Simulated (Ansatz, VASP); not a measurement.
# Cross-check of ZrC between VASP and Ansatz

Aim: how closely do two programs agree when they are given the same cell, functional and k mesh? The structure shown is the end of the Ansatz relaxation below.

Calculated with Ansatz 0.2.0; plane waves, with VASP 6.6.1 beside it; single point at PBE.

### Step 1. Starting point

It takes space group Fm-3m (No. 225, cubic). Conventional cell: a = 4.695 Å, b = 4.695 Å, c = 4.695 Å, α = 90.00°, β = 90.00°, γ = 90.00°. Nearest to Zr lie 6 C at 2.35 Å. Nearest to C lie 6 Zr at 2.35 Å. Farther neighbours are not listed.

Coordinates:

```cif
data_structure
_symmetry_space_group_name_H-M 'Fm-3m'
_symmetry_Int_Tables_number 225
_cell_length_a 4.6951
_cell_length_b 4.6951
_cell_length_c 4.6951
_cell_angle_alpha 90.000
_cell_angle_beta 90.000
_cell_angle_gamma 90.000
_cell_volume 103.50
loop_
_atom_site_label
_atom_site_type_symbol
_atom_site_symmetry_multiplicity
_atom_site_Wyckoff_symbol
_atom_site_fract_x
_atom_site_fract_y
_atom_site_fract_z
_atom_site_occupancy
Zr1 Zr 4 b 0.50000 0.00000 0.00000 1
C1 C 4 a 0.00000 0.00000 0.00000 1
```

### Step 2. Ansatz: relaxation, PBE

Ansatz runs on its default PAW (the set named soft_2) files.

This run makes the geometry at which the two programs are then compared.

File input.yaml:

```yaml
crystal:
  lattice:
    - [0.0, 2.3543319274, 2.3543319274]
    - [2.3543319274, 0.0, 2.3543319274]
    - [2.3543319274, 2.3543319274, 0.0]
  atoms:
    - { symbol: Zr, position: [0.5, 0.5, 0.5] }
    - { symbol: C, position: [0.0, 0.0, 0.0] }
kpoints:
  mp_grid: { grid: [16, 16, 16] }
hamiltonian:
  xc: pbe
scf:
  occupations: { method: methfessel_paxton, width: 0.2 }
output:
  forces: true
  stress: true
  eigenvalues: true
relax:
  adjacent_minimum: "off"
  f_tol: 0.001
  max_steps: 60
  cell: { stress_tol: 0.05, p_target: 2.0 }
```

On the command line:

```console
ansatz run input.yaml --threads 4 --pin off --max-ram 8192MiB --backend cpu --events-out ev --progress --plain --runs-dir out
```

Numbers of over 12 decimals in the logs are rounded to 6 here.

The program printed:

```text
Engine: ansatz 0.2.0, aarch64-unknown-linux-gnu
Pseudopotentials: kind: paw
Pseudopotential: Zr, paw, valence charge 12, recommended cutoff 420 eV (normal), Zr.paw.azcp
Pseudopotential: C, paw, valence charge 4, recommended cutoff 420 eV (normal), C.paw.azcp
Functional definition: PBE
  parameter kappa = 0.804
  parameter beta = 0.066725
  exchange = pbe_x(kappa = kappa, mu = beta*pi^2/3)
  correlation = pbe_c(beta = beta)
Crystal: 2 atoms, lattice volume = 26.100 Å³
Basis set: ecut = 420 eV, 531 PW (Γ), exchange–correlation on 48×48×48 points (8 copies of the dense FFT grid, shifted against one another)
Bands: 12, of which v1, the nominal top of the filled ones, is band 8 counted from 1 (7 counted from 0)
Symmetry: 48 space group operations
Space group: Fm-3m (ITA 225), of the structure as read, at distance tolerance 3.0e-5 Å
k-points: 145 of 4096
Non-local potential: Zr, projectors of the file, l = 0: 3, l = 1: 2, l = 2: 2, l = 3: 2
Non-local potential: C, projectors of the file, l = 0: 2, l = 1: 2, l = 2: 1
PAW form: soft (Blöchl's): semilocal exchange-correlation on the pseudo side does not see the compensation charge
PAW one-centre angular grid: Zr, 590 points (default); XC on 64 Gauss nodes
PAW one-centre angular grid: C, 110 points (default); XC on 64 Gauss nodes
Initial density: superposition of atomic densities (neutral atoms: chi_scale 0, normalization atom), corrected by the library's trained network
Initial wavefunctions: pseudopotential atomic-orbital guess
Functional: x = pbe(κ = 0.804, μ = 0.219515), c = pbe(β = 0.066725)
SCF iter   1: F=—  HF=-4436.495863 eV  |F-HF|=—  |Δ(HF+E_count)|=         —  Δρ=1.47e-3  dr2=5.61e-4  ethr=1.77e-3  ⟨swp⟩=5.0  Hψ=8698  notcnv=0
preconditioner: auto → none  [metal: Δε(μ)=0.057 eV  Ē_g=17.970 eV  σ=0.200 eV  W_gap=0.23  n_scr=8 (ndim 8)  ℏωp=27.2 eV  f_vac=0.000  D(μ)=0.34/eV (n_scr^D=0)  sad-step TF]
SCF iter   2: F=—  HF=-4436.495478 eV  |F-HF|=—  |Δ(HF+E_count)|=   3.85e-4  S|Δr|=    0.00e0  Δρ=8.57e-4  dr2=2.11e-4  ethr=3.51e-6  ⟨swp⟩=2.4  Hψ=3776  notcnv=0
SCF iter   3: F=—  HF=-4436.495466 eV  |F-HF|=—  |Δ(HF+E_count)|=   1.16e-5  S|Δr|=    0.00e0  Δρ=2.60e-4  dr2=1.48e-5  ethr=1.32e-6  ⟨swp⟩=2.0  Hψ=2216  notcnv=0
SCF iter   4: F=—  HF=-4436.495460 eV  |F-HF|=—  |Δ(HF+E_count)|=   6.38e-6  S|Δr|=    0.00e0  Δρ=8.57e-5  dr2=1.56e-6  ethr=9.27e-8  ⟨swp⟩=2.1  Hψ=2794  notcnv=0
SCF iter   5: F=-4436.495459 eV  HF=-4436.495459 eV  |F-HF|=1.23e-9  |Δ(HF+E_count)|=   5.18e-7  S|Δr|=    0.00e0  Δρ=1.03e-5  dr2=1.36e-8  ethr=6.25e-10  ⟨swp⟩=3.0  Hψ=7082  notcnv=0
SCF 1 converged in 5 iterations: F = -4436.495459 eV  dr2 = 1.36e-8
  greatest PAW one-centre occupation: 0.996 electrons in one spin orbital (limit 2), on the Zr atom at site 0 (counted from 0), in its partial waves of l = 0
relax step   1: F+E_penalty+E_count = -4436.49545913 eV  Δ(F+E_penalty+E_count) = +0.000e0 eV  max|allowed force component| = 1.742e-29 eV/Å  Δτ_max = 0.0000 Å  P = -0.000 GPa  Ω = 26.100 Å³  (5 SCF iters, dr2 threshold 1.00e-7 eV, accepted)
[...]
relax step   2: F+E_penalty+E_count = -4436.49066795 eV  Δ(F+E_penalty+E_count) = +4.791e-3 eV  max|allowed force component| = 4.470e-30 eV/Å  Δτ_max = 0.0000 Å  P = +3.943 GPa  Ω = 25.659 Å³  energy of the carried Pulay correction = +5.520e-4 eV  (4 SCF iters, dr2 threshold 2.00e-7 eV, accepted)
[...]
relax step   3: F+E_penalty+E_count = -4436.49436177 eV  Δ(F+E_penalty+E_count) = -3.694e-3 eV  max|allowed force component| = 1.109e-29 eV/Å  Δτ_max = 0.0000 Å  P = +1.975 GPa  Ω = 25.874 Å³  energy of the carried Pulay correction = +2.812e-4 eV  (4 SCF iters, dr2 threshold 2.00e-7 eV, accepted)
[...]
relax step   4: F+E_penalty+E_count = -4436.49411445 eV  Δ(F+E_penalty+E_count) = +2.473e-4 eV  max|allowed force component| = 1.068e-29 eV/Å  Δτ_max = 0.0000 Å  P = +1.960 GPa  Ω = 25.874 Å³  stress off target by 4.01e-2 GPa  SCF on the basis re-selected at this cell (its energy is not comparable with the rows above)  (4 SCF iters)
basis re-selected at this cell: Δ(F+E_penalty+E_count) = +2.473e-4 eV, ΔP = -0.015 GPa vs the last step (what re-selecting the basis moved, of the pressure what is left beyond the Pulay correction that the steps carried, after the strain that the cell walked since its last selection, with what the two solves' SCF thresholds leave and, on support functions, any second-order correction that the steps lacked; it is no m [...]
SCF converged after 4 iterations
Stability not checked: this state was not tested for a lower state beside it, because cold or Methfessel-Paxton smearing, or corrected tetrahedra, fill the levels in a way that the test cannot read (fill_not_monotonic; see scf.lower_state_search)
Free energy (F): -4436.494114 eV
Harris-Foulkes:  -4436.494114 eV  (|F-HF|=9.09e-13)
Internal energy: -4436.493769 eV  (E = F + TS)
E sigma→0 (E₀):  -4436.494028 eV
Entropy (-TS):   -0.000346 eV (-0.173 meV/atom)
Fermi energy:    14.917093 eV
Step filling:    the computed levels leave a gap of 0.0142 eV = 0.1 smearing widths at the electron count; against every level under it full and every level over it empty, smearing changes F+E_penalty+E_count by -0.522 meV and its σ→0 estimate by -0.435 meV
--- Per-component energies (eV) ---
  E_band       = -47.772534
  E_kinetic    = 422.815675
  E_local      = -592.996255  (includes V_loc(G=0)·N_el)
  E_nonlocal   = 104.430528
  E_hartree    = 178.162475
  E_xc         = -211.526882
  E_vxc        = -252.902278  (∫ρ·V_xc dr)
  E_paw        = -3052.025158  (= ΣΔE_a)
  E_vpaw       = -85.445171  (= ΣTr[D̂ρ^β])
  E_aug_tail   = 0.000033  (compensation charges beyond the density's cutoff)
  E_ewald      = -1285.354184
  E_smearing   = -0.000346  (= −TS)
  E_closure    = 0.000000  (closes the sum)
  Σ components = -4436.494114   (vs F -4436.494114, Δ=0.00e0)
--- Forces (eV/Å), atoms counted from 1 ---
  atom   1  Zr     0.00000000    -0.00000000    -0.00000000
  atom   2  C     -0.00000000     0.00000000     0.00000000
  max |Σ_I F_I| component: 2.07e-29 eV/Å
--- Stress (GPa, compression-positive) ---
        1.959858      -0.000000       0.000000
       -0.000000       1.959858      -0.000000
       -0.000000      -0.000000       1.959858
  P = ⅓ Tr σ = 1.9599 GPa (19.599 kbar)
--- Band table (eV; the first three rows and the last of 145) ---
  k-point 0: bands = [... 4 lower, 3.6024, 15.8581, 15.8581, 15.8581, 16.0185, 16.0185, 16.0185, 17.7447]
  k-point 1: bands = [... 4 lower, 3.6922, 15.1147, 15.3138, 15.3138, 16.2329, 16.2329, 16.5575, 18.2597]
  k-point 2: bands = [... 4 lower, 3.9524, 14.1622, 14.5316, 14.5316, 16.5220, 16.5220, 16.9849, 19.2978]
  k-point 144: bands = [... 4 lower, 5.4604, 12.2758, 12.5794, 12.5794, 18.2179, 18.2179, 20.6192, 21.9981]
--- Relaxed structure (3 steps of the walk, 3 accepted, 1 SCFs on fresh bases) ---
  F+E_penalty+E_count = -4436.49411445 eV   max|allowed force component| = 1.068e-29 eV/Å   (the final SCF, on the basis selected at the relaxed cell)
  cell:  # Å, volume = 25.8743 Å³
    - [0, 2.347538, 2.347538]
    - [2.347538, 0, 2.347538]
    - [2.347538, 2.347538, 0]
  atoms:
    - { symbol: Zr, position: [0.5, 0.5, 0.5] }
    - { symbol: C, position: [0, 0, 0] }
```

In the SCF lines HF is the Harris–Foulkes energy and dr2 the Hartree energy of the density residual, in eV; the loop may stop once dr2 is under the threshold and the program's other checks hold. Hψ counts applications of the Hamiltonian.

### Step 3. VASP: single point, PBE, pair 1

The same cell, functional, mesh and smearing now go to VASP, with its own data sets.

Lines of VASP's logs that name or quote its potential files are left out, and so is its time.

File INCAR:

```
SYSTEM = ZrC
PREC = Accurate
ENCUT = 600
EDIFF = 1E-06
NELM = 120
ISMEAR = 1
SIGMA = 0.2
LREAL = .FALSE.
ALGO = Normal
GGA = PE
NBANDS = 14
LASPH = .TRUE.
LORBIT = 11
LWAVE = .FALSE.
LCHARG = .FALSE.
ISIF = 2
GGA_COMPAT = .FALSE.
```

File POSCAR:

```
ZrC
1.0
    0.0000000000      2.3475381247      2.3475381247
    2.3475381247      0.0000000000      2.3475381247
    2.3475381247      2.3475381247      0.0000000000
Zr C
1 1
Direct
    0.5000000000      0.5000000000      0.5000000000
    0.0000000000      0.0000000000      0.0000000000
```

File KPOINTS:

```
Automatic mesh
0
Gamma
16 16 16
0 0 0
```

PAW data sets: Zr_sv and C (PBE family, release 64).

On the command line:

```console
mpirun -np 1 vasp_std
```

The program printed:

```text
[banner, memory and clock lines left out]
running    1 mpi-ranks, on    1 nodes
 distrk:  each k-point on    1 cores,    1 groups
 distr:  one band on    1 cores,    1 groups

 POSCAR found type information on POSCAR ZrC
 POSCAR found :  2 types and       2 ions
 LDA part: xc-table for (Slater+PW92), standard interpolation
 POSCAR, INCAR and KPOINTS ok, starting setup
 FFT: planning ... GRIDC
 FFT: planning ... GRID_SOFT
 FFT: planning ... GRID
 WAVECAR not read
 entering main loop
       N       E                     dE             d eps       ncg     rms          rms(c)
DAV:   1     0.113183687606E+03    0.11318E+03   -0.93897E+03  4060   0.129E+03
DAV:   2    -0.158552273259E+02   -0.12904E+03   -0.12104E+03  5056   0.320E+02
DAV:   3    -0.227994766603E+02   -0.69442E+01   -0.68890E+01  6898   0.637E+01
DAV:   4    -0.229242264387E+02   -0.12475E+00   -0.12471E+00  4876   0.614E+00
DAV:   5    -0.229258626461E+02   -0.16362E-02   -0.16361E-02  5668   0.596E-01    0.205E+01
DAV:   6    -0.195969107518E+02    0.33290E+01   -0.80069E+00  4874   0.244E+01    0.723E+00
DAV:   7    -0.194761727360E+02    0.12074E+00   -0.50106E-01  4654   0.611E+00    0.623E+00
DAV:   8    -0.194896541360E+02   -0.13481E-01   -0.29424E-01  4780   0.454E+00    0.470E+00
DAV:   9    -0.194603708121E+02    0.29283E-01   -0.69731E-02  4546   0.201E+00    0.288E-01
DAV:  10    -0.194609506500E+02   -0.57984E-03   -0.38060E-03  5174   0.573E-01    0.509E-01
DAV:  11    -0.194606499300E+02    0.30072E-03   -0.10444E-03  4660   0.278E-01    0.581E-02
DAV:  12    -0.194606455295E+02    0.44005E-05   -0.16057E-05  5212   0.317E-02    0.137E-02
DAV:  13    -0.194606443650E+02    0.11645E-05   -0.16269E-06  4340   0.887E-03    0.354E-03
DAV:  14    -0.194606443063E+02    0.58708E-07   -0.80491E-08  2348   0.224E-03
   1 F= -.19460644E+02 E0= -.19460529E+02  d E =-.346137E-03
```

From OUTCAR (step 3):

```text
ion  position               nearest neighbor table
   1  0.500  0.500  0.500-   2 2.35   2 2.35   2 2.35   2 2.35   2 2.35   2 2.35
   2  0.000  0.000  0.000-   1 2.35   1 2.35   1 2.35   1 2.35   1 2.35   1 2.35

  LATTYP: Found a face centered cubic cell.
 ALAT       =     4.6950762494

 Subroutine GETGRP returns: Found 48 space group operations
 (whereof 48 operations were pure point group operations)

The static configuration has the point symmetry O_h .

 Found    145 irreducible k-points:

   k-points           NKPTS =    145   k-points in BZ     NKDIM =    145   number of bands    NBANDS=     14

   dimension x,y,z NGX =    28 NGY =   28 NGZ =   28
   dimension x,y,z NGXF=    56 NGYF=   56 NGZF=   56

   ENCUT  =  600.0 eV  44.10 Ry    6.64 a.u.   6.63  6.63  6.63*2*pi/ulx,y,z

   NELECT =      16.0000    total number of electrons

 k-points in reciprocal lattice and weights: Automatic mesh
   0.00000000  0.00000000  0.00000000       0.000
   0.06250000  0.00000000  0.00000000       0.002
   0.12500000  0.00000000  0.00000000       0.002
   0.18750000  0.00000000  0.00000000       0.002
   0.25000000  0.00000000  0.00000000       0.002
   0.31250000  0.00000000  0.00000000       0.002
   0.37500000  0.00000000  0.00000000       0.002
   0.43750000  0.00000000  0.00000000       0.002
   0.50000000  0.00000000  0.00000000       0.001
[...]
-0.31250000  0.50000000  0.18750000       0.003
  -0.25000000  0.50000000  0.25000000       0.001

 average (electrostatic) potential at core
       1 -73.2109       2 -44.0108

 E-fermi :   9.6462

 k-point     1 :       0.0000    0.0000    0.0000
  band No.  band energies     occupation
      1     -38.4406      2.00000
      2     -16.1491      2.00000
      3     -16.1491      2.00000
      4     -16.1491      2.00000
      5      -1.6670      2.00000
      6      10.5876     -0.00000
      7      10.5876     -0.00000
      8      10.5876     -0.00000
      9      10.7472     -0.00000
     10      10.7472     -0.00000
    ...

 k-point     2 :       0.0625    0.0000    0.0000
  band No.  band energies     occupation
      1     -38.4367      2.00000
      2     -16.1847      2.00000
      3     -16.1522      2.00000
      4     -16.1522      2.00000
      5      -1.5773      2.00000
      6       9.8439     -0.04769
      7      10.0432     -0.01679
      8      10.0432     -0.01679
      9      10.9617     -0.00000
     10      10.9617     -0.00000
    ...

 k-point     3 :       0.1250    0.0000    0.0000
  band No.  band energies     occupation
    ...
      4     -16.1610      2.00000
      5      -1.3175      2.00000
      6       8.8909      2.00000
      7       9.2613      2.02023
      8       9.2613      2.02023
      9      11.2510     -0.00000
     10      11.2510     -0.00000
     11      11.7134     -0.00000
     12      14.0276      0.00000
     13      14.0276      0.00000
    ...

  Total        0.3446331      0.3446331      0.3446331      0.0000000      0.0000000      0.0000000
  in kB       21.3402537     21.3402537     21.3402537      0.0000000      0.0000000      0.0000000
  external PRESSURE =      21.3402537 kB  Pullay stress =       0.0000000 kB

  energy-cutoff  :      600.00
  volume of cell :       25.87
      direct lattice vectors                 reciprocal lattice vectors
     0.000000000  2.347538125  2.347538125    -0.212989086  0.212989086  0.212989086
     2.347538125  0.000000000  2.347538125     0.212989086 -0.212989086  0.212989086
     2.347538125  2.347538125  0.000000000     0.212989086  0.212989086 -0.212989086

 POSITION                                       TOTAL-FORCE (eV/Angst)
 -----------------------------------------------------------------------------------
      2.34754      2.34754      2.34754        -0.000000      0.000000      0.000000
      0.00000      0.00000      0.00000         0.000000     -0.000000     -0.000000
 -----------------------------------------------------------------------------------
    total drift:                                0.000000      0.000000      0.000000

  FREE ENERGIE OF THE ION-ELECTRON SYSTEM (eV)
  ---------------------------------------------------
  free  energy   TOTEN  =       -19.4606443063 eV

  energy  without entropy=      -19.4602981696  energy(sigma->0) =      -19.46052893

 total charge
# of ion       s       p       d       tot
------------------------------------------
    1        2.176   6.044   1.631   9.851
    2        0.885   1.477   0.000   2.362
--------------------------------------------------
tot          3.060   7.521   1.631  12.213

[... 3 further parts left out ...]
```

The run ends at a pressure of 2.13 GPa.

### Step 4. Side by side

Known differences besides the potentials themselves: the cutoff is 420 eV in Ansatz and 600 eV in VASP; Ansatz's pressure holds a Pulay correction, VASP's none. Total energies have different zeros and are not compared.

Both answers:

```tsv
quantity	Ansatz	VASP	difference
pressure (GPa)	1.96	2.13	-0.17
```

### Step 5. Ansatz: relaxation, PBE

This run makes the geometry at which the two programs are then compared. The cell compared in this pair holds 25.04 Å³, against 25.87 Å³ for the pair before.

The structure compared here is the end of the Ansatz relaxation.

input.yaml, as its differences from that of step 2:

```diff
@@ -22,2 +22,2 @@
   max_steps: 60
-  cell: { stress_tol: 0.05, p_target: 2.0 }
+  cell: { stress_tol: 0.05, p_target: 10.0 }
```

On the command line:

```console
ansatz run input.yaml --threads 4 --pin off --max-ram 8192MiB --backend cpu --events-out ev --progress --plain --runs-dir out
```

The program printed:

```text
[...]
Crystal: 2 atoms, lattice volume = 26.100 Å³
Basis set: ecut = 420 eV, 531 PW (Γ), exchange–correlation on 48×48×48 points (8 copies of the dense FFT grid, shifted against one another)
Bands: 12, of which v1, the nominal top of the filled ones, is band 8 counted from 1 (7 counted from 0)
[... 1 set-up line as in the run before ...]
[...]
k-points: 145 of 4096
[...]
k-point 144: bands = [... 4 lower, 5.9349, 12.7576, 13.1273, 13.1273, 18.8725, 18.8725, 21.4211, 22.8601]
--- Relaxed structure (5 steps of the walk, 4 accepted, 2 SCFs on fresh bases) ---
[...]
cell:  # Å, volume = 25.0409 Å³
    - [0, 2.322059, 2.322059]
    - [2.322059, 0, 2.322059]
    - [2.322059, 2.322059, 0]
  atoms:
    - { symbol: Zr, position: [0.5, 0.5, 0.5] }
    - { symbol: C, position: [0, 0, 0] }
[key lines of the parts left out:]
SCF converged after 4 iterations
Free energy (F): -4436.463551 eV
Fermi energy:    15.478744 eV
P = ⅓ Tr σ = 9.9998 GPa (99.998 kbar)
```

### Step 6. VASP: single point, PBE, pair 2

The same cell, functional, mesh and smearing now go to VASP, with its own data sets.

INCAR is that of step 3.

File POSCAR:

```
ZrC
1.0
    0.0000000000      2.3220588597      2.3220588597
    2.3220588597      0.0000000000      2.3220588597
    2.3220588597      2.3220588597      0.0000000000
Zr C
1 1
Direct
    0.5000000000      0.5000000000      0.5000000000
    0.0000000000      0.0000000000      1.0000000000
```

KPOINTS is that of step 3.

On the command line:

```console
mpirun -np 1 vasp_std
```

The program printed:

```text
[... set-up lines as in an earlier step ...]
 entering main loop
       N       E                     dE             d eps       ncg     rms          rms(c)
DAV:   1     0.112016834390E+03    0.11202E+03   -0.94485E+03  4060   0.130E+03
DAV:   2    -0.159507719163E+02   -0.12797E+03   -0.11963E+03  5020   0.320E+02
DAV:   3    -0.226834234805E+02   -0.67327E+01   -0.66766E+01  6776   0.636E+01
DAV:   4    -0.228468957878E+02   -0.16347E+00   -0.16340E+00  4820   0.655E+00
[...]
DAV:  12    -0.194283768187E+02    0.35563E-05   -0.18424E-05  5154   0.339E-02    0.150E-02
DAV:  13    -0.194283755182E+02    0.13005E-05   -0.16703E-06  4372   0.899E-03    0.420E-03
DAV:  14    -0.194283754555E+02    0.62692E-07   -0.84883E-08  2390   0.233E-03
   1 F= -.19428375E+02 E0= -.19428308E+02  d E =-.201731E-03
```

Parts of OUTCAR (step 6):

```text
  Total        1.5927124      1.5927124      1.5927124      0.0000000     -0.0000000      0.0000000
  in kB      101.9056533    101.9056533    101.9056533      0.0000000     -0.0000000      0.0000000
  external PRESSURE =     101.9056533 kB  Pullay stress =       0.0000000 kB

 POSITION                                       TOTAL-FORCE (eV/Angst)
 -----------------------------------------------------------------------------------
      2.32206      2.32206      2.32206        -0.000000     -0.000000     -0.000000
      0.00000      0.00000      0.00000         0.000000      0.000000      0.000000
 -----------------------------------------------------------------------------------
    total drift:                                0.000000      0.000000      0.000000

  FREE ENERGIE OF THE ION-ELECTRON SYSTEM (eV)
  ---------------------------------------------------
  free  energy   TOTEN  =       -19.4283754555 eV

  energy  without entropy=      -19.4281737249  energy(sigma->0) =      -19.42830821

[... 1 part as in an earlier step ...]

[... 2 further parts left out ...]
[key lines of the parts left out:]
E-fermi :  10.0304
```

The run ends at a pressure of 10.19 GPa.

### Step 7. Side by side

Compared:

```tsv
quantity	Ansatz	VASP	difference
pressure (GPa)	10.00	10.19	-0.19
```

### Step 8. Results

| Quantity | Value |
| --- | --- |
| difference in pressure (single point, PBE, pair 1) | -0.17 GPa |
| difference in pressure (single point, PBE, pair 2) | -0.19 GPa |

**Reading.** The difference in pressure is -0.19 GPa (single point, PBE, pair 2), within the 1 GPa picked in this series as the mark of a large difference. How closely two codes agree says nothing of how well the functional describes the real material.

[Lines on the potential files, build, host, timing and source positions are cut from VASP's logs without a mark.]

[Logs are printed without paths, hosts, clocks, repeated set-up lines and the standing remarks that a program may print on its own settings, such as how far it seeks lower states.]

[Hosts, paths, dates, database ids (printed as entryN), source tags and the programs' standing remarks are cut or masked in the printed files.]
